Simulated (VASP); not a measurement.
Input:

```
CELL_PARAMETERS angstrom
      3.90240     0.00000     0.00000
      0.00000     3.90240     0.00000
      0.00000     0.00000     3.90240
ATOMIC_POSITIONS crystal
  Ti 0.00000 0.00000 0.00000
  Pt 0.00000 0.50000 0.50000
  Pt 0.50000 0.00000 0.50000
  Pt 0.50000 0.50000 0.00000
```

All values below come from revTPSS meta-GGA, VASP's PBE PAW potentials (set 64) (plane waves; VASP 6.6.1). Settings: 520 eV cut-off, 9×9×9 Γ-centred mesh, tetrahedra with Blöchl corrections, potentials Ti_sv Pt.

Unless said otherwise, spin-orbit coupling is left out, though it shifts the bands of the heavy elements here.

Estimate the energy per atom (σ→0), band gap (over mesh and band path) with the smallest direct gap where there is one.

band gap (over mesh and band path): none (metal, semimetal or under 0.01 eV)
energy per atom (σ→0): 2237.8 kJ/mol of atoms

Total energies compare only between runs with the same potentials, cut-off and functional.

The compound is Pt3Ti in the L1_2 structure. It was relaxed first.
